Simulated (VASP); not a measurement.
An input for Ansatz (written as the equivalent of a VASP run, and not itself run):

Ansatz 0.2 input:
```yaml
crystal:
  lattice:
    - [0.0000000, 3.3948200, 3.3948200]
    - [3.3948200, 0.0000000, 3.3948200]
    - [3.3948200, 3.3948200, 0.0000000]
  atoms:
    - { symbol: Hf, position: [0.0000000, 0.0000000, 0.0000000] }
    - { symbol: As, position: [0.2500000, 0.2500000, 0.2500000] }
kpoints:
  mp_grid: { grid: [9, 9, 9] }
hamiltonian:
  xc: pbe
  pseudopotentials: { kind: paw }
scf:
  occupations: { method: methfessel_paxton, width: 0.1 }
  max_iter: 100
relax:
  max_steps: 60
  f_tol: 0.01
  cell: {}
output: { forces: true, stress: true, eigenvalues: true }
```

Q: Write the VASP files for the same calculation (PBE).

A: This is not unique; one that fits is 
### KPOINTS
```
kpoints
0
gamma
9 9 9
```

### INCAR
```
ISMEAR = 1   ! Methfessel-Paxton
PREC = Accurate
IBRION = 2
NELM = 100   ! most electronic steps
SIGMA = 0.1
LASPH = .TRUE.   ! aspherical one-centre terms
LWAVE = .FALSE.
NSW = 60   ! most ionic steps
LREAL = .FALSE.   ! projection in real space or not
LMAXMIX = 6
ISIF = 3   ! ions, shape and volume
EDIFF = 1E-6
SYSTEM = HfAs
LCHARG = .FALSE.
EDIFFG = -0.01   ! ionic stop
ALGO = Normal   ! blocked Davidson
GGA = PE   ! PBE
ENCUT = 400   ! plane-wave cut-off (eV)
```

### POSCAR
```
HfAs
1
    0.0000000000     3.3948200000     3.3948200000
    3.3948200000     0.0000000000     3.3948200000
    3.3948200000     3.3948200000     0.0000000000
Hf As
1 1
Direct
  0.0000000000   0.0000000000   0.0000000000
  0.2500000000   0.2500000000   0.2500000000
```

POTCAR, in this order: Hf_pv As (PBE.64 set). Program: vasp_std.

What does not carry over: each code has its own PAW files, so the cut-off isn't converted (ENCUT is set for VASP's; basis.ecutwfc is left out, and Ansatz then takes the one that its files recommend); Ansatz stops its SCF on the density residual and VASP on the energy change (EDIFF).

The structure was generated: HfAs was put into the zinc blende type (F-43m), which need not be its known phase. This run relaxes it. Symmetry was kept, so distortions that lower it aren't found.
